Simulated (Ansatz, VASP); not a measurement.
# TaNb3F2: VASP beside Ansatz

```
Ta Nb F
1.0
     4.39481    0.00000    0.00000
     0.00000    4.39481    0.00000
     0.00000    0.00000    5.60315
Ta Nb F
1 3 2
Direct
  0.00000 0.00000 0.00000
  0.00000 0.50000 0.25505
  0.50000 0.00000 0.74495
  0.00000 0.00000 0.50000
  0.50000 0.50000 0.50000
  0.50000 0.50000 0.00000
```

Alike in both runs: functional PBE; k mesh 4 × 4 × 4; occupations gaussian, width 0.1 eV; no spin polarisation.

Ansatz relaxed the structure, and its values are those at the end. VASP's run is a single point on that final structure, the one shown.

|  | VASP | Ansatz |
| --- | --- | --- |
| version | VASP 6.6.1 | Ansatz 0.2.0 |
| potentials or method | VASP PAW PBE potentials, release 64 (Ta_pv, Nb_sv, F) | scalar-relativistic, plane waves, PAW |
| plane-wave cutoff (eV) | 520 | 420 |
| valence electrons in the cell | 64 | 66 |

```csv
,VASP,Ansatz,Ansatz less VASP
gap on the k mesh at the Fermi level (eV),none,none,-
pressure (GPa),-0.2,-0.1,+0.13
rms of the force components (eV/Å),0.005,0.007,+0.0021
```

A gap of «none» marks a metal or a gap that the smearing closes. The two sets of potentials don't hold the same shells in valence.

Spin-orbit coupling is left out, which matters for the levels of Ta.
